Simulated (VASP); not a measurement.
Calculation: AM05 GGA, VASP's PBE PAW potentials (set 64) (plane waves; VASP).

VASP ran on this input.

### INCAR
```
ALGO = Normal
EDIFF = 1E-7
ENCUT = 520
GGA = AM
ISIF = 2
ISMEAR = -5
LASPH = .TRUE.
LCHARG = .TRUE.
LEFG = .TRUE.
LMAXMIX = 4
LORBIT = 11
LREAL = .FALSE.
LWAVE = .FALSE.
NEDOS = 601
NELM = 100
PREC = Accurate
SYSTEM = TiO2
```

File KPOINTS:
```
Automatic mesh
0
Gamma
6 6 8
0 0 0
```

File POSCAR:
```
TiO2
1
    4.6010635058     0.0000000000     0.0000000000
    0.0000000000     4.6010635058     0.0000000000
    0.0000000000     0.0000000000     2.9412473514
Ti O
2 4
Direct
  1.0000000000   1.0000000000   0.0000000000
  0.5000000000   0.5000000000   0.5000000000
  0.3046533745   0.3046533745   1.0000000000
  0.8046533745   0.1953466255   0.5000000000
  0.1953466255   0.8046533745   0.5000000000
  0.6953466255   0.6953466255   0.0000000000
```

POTCAR, in this order: Ti_sv O (PBE.64 set). Program: vasp_std.

The run wrote:

### OSZICAR
```
       N       E                     dE             d eps       ncg     rms          rms(c)
DAV:   1     0.674013351499E+03    0.67401E+03   -0.24976E+04  2800   0.202E+03
DAV:   2     0.483080989862E+02   -0.62571E+03   -0.60264E+03  2996   0.585E+02
DAV:   3    -0.659006967944E+02   -0.11421E+03   -0.11244E+03  4376   0.216E+02
DAV:   4    -0.708728267986E+02   -0.49721E+01   -0.49664E+01  3696   0.477E+01
DAV:   5    -0.710803400423E+02   -0.20751E+00   -0.20747E+00  3992   0.816E+00    0.324E+01
DAV:   6    -0.552644269240E+02    0.15816E+02   -0.11043E+02  3412   0.103E+02    0.121E+01
DAV:   7    -0.548840768750E+02    0.38035E+00   -0.16171E+01  3528   0.320E+01    0.808E+00
DAV:   8    -0.549804751649E+02   -0.96398E-01   -0.49202E+00  3508   0.206E+01    0.474E+00
DAV:   9    -0.547338268071E+02    0.24665E+00   -0.24207E+00  3528   0.138E+01    0.133E+00
DAV:  10    -0.547362327442E+02   -0.24059E-02   -0.13977E-01  3504   0.299E+00    0.210E-01
DAV:  11    -0.547365398496E+02   -0.30711E-03   -0.93501E-03  3484   0.649E-01    0.101E-01
DAV:  12    -0.547365794054E+02   -0.39556E-04   -0.72912E-04  3672   0.193E-01    0.625E-02
DAV:  13    -0.547365367499E+02    0.42656E-04   -0.19360E-04  4016   0.890E-02    0.918E-03
DAV:  14    -0.547365384317E+02   -0.16819E-05   -0.10384E-05  3212   0.247E-02    0.491E-03
DAV:  15    -0.547365384874E+02   -0.55708E-07   -0.39306E-06  4168   0.152E-02    0.301E-03
DAV:  16    -0.547365383422E+02    0.14528E-06   -0.10919E-06  3492   0.957E-03    0.111E-03
DAV:  17    -0.547365382848E+02    0.57335E-07   -0.10126E-07  1936   0.374E-03
   1 F= -.54736538E+02 E0= -.54736538E+02  d E =0.000000E+00
```

OUTCAR:
```
------------------------ aborting loop because EDIFF is reached ----------------------------------------
  FORCE on cell =-STRESS in cart. coord.  units (eV):
  Direction    XX          YY          ZZ          XY          YZ          ZX
  --------------------------------------------------------------------------------------
  Total        0.0124423      0.0124423     -0.0141131      0.0000000      0.0000000      0.0000000
  in kB        0.3201559      0.3201559     -0.3631493      0.0000000      0.0000000      0.0000000
  external PRESSURE =       0.0923875 kB  Pullay stress =       0.0000000 kB
  volume of cell :       62.27
      direct lattice vectors                 reciprocal lattice vectors
     4.601063506  0.000000000  0.000000000     0.217341056  0.000000000  0.000000000
     0.000000000  4.601063506  0.000000000     0.000000000  0.217341056  0.000000000
     0.000000000  0.000000000  2.941247351     0.000000000  0.000000000  0.339991806
 POSITION                                       TOTAL-FORCE (eV/Angst)
 -----------------------------------------------------------------------------------
      0.00000      0.00000      0.00000         0.000000      0.000000      0.000000
      2.30053      2.30053      1.47062         0.000000      0.000000      0.000000
      1.40173      1.40173      0.00000         0.000858      0.000858      0.000000
      3.70226      0.89880      1.47062         0.000858     -0.000858     -0.000000
      0.89880      3.70226      1.47062        -0.000858      0.000858      0.000000
      3.19933      3.19933      0.00000        -0.000858     -0.000858     -0.000000
 -----------------------------------------------------------------------------------
    total drift:                                0.000000      0.000000      0.000000
  FREE ENERGIE OF THE ION-ELECTRON SYSTEM (eV)
  ---------------------------------------------------
  free  energy   TOTEN  =       -54.7365382848 eV

  energy  without entropy=      -54.7365382848  energy(sigma->0) =      -54.73653828

 total charge

# of ion       s       p       d       tot
------------------------------------------
    1        2.225   6.309   1.740  10.274
    2        2.225   6.309   1.740  10.274
    3        1.569   3.488   0.000   5.057
    4        1.569   3.488   0.000   5.057
    5        1.569   3.488   0.000   5.057
    6        1.569   3.488   0.000   5.057
--------------------------------------------------
tot         10.728  26.571   3.480  40.778

 Electric field gradients after diagonalization (V/A^2)
 (convention: |V_zz| > |V_xx| > |V_yy|)
----------------------------------------------------------------------
 ion       V_xx      V_yy      V_zz     asymmetry (V_yy - V_xx)/ V_zz
----------------------------------------------------------------------
   1      17.992     3.686   -21.678       0.660
   2      17.992     3.686   -21.678       0.660
   3     -20.440    -2.545    22.985       0.779
   4     -20.440    -2.545    22.985       0.779
   5     -20.440    -2.545    22.985       0.779
   6     -20.440    -2.545    22.985       0.779
```
(Selected blocks of OUTCAR.)

The compound is TiO2 in the rutile structure. It was relaxed first.
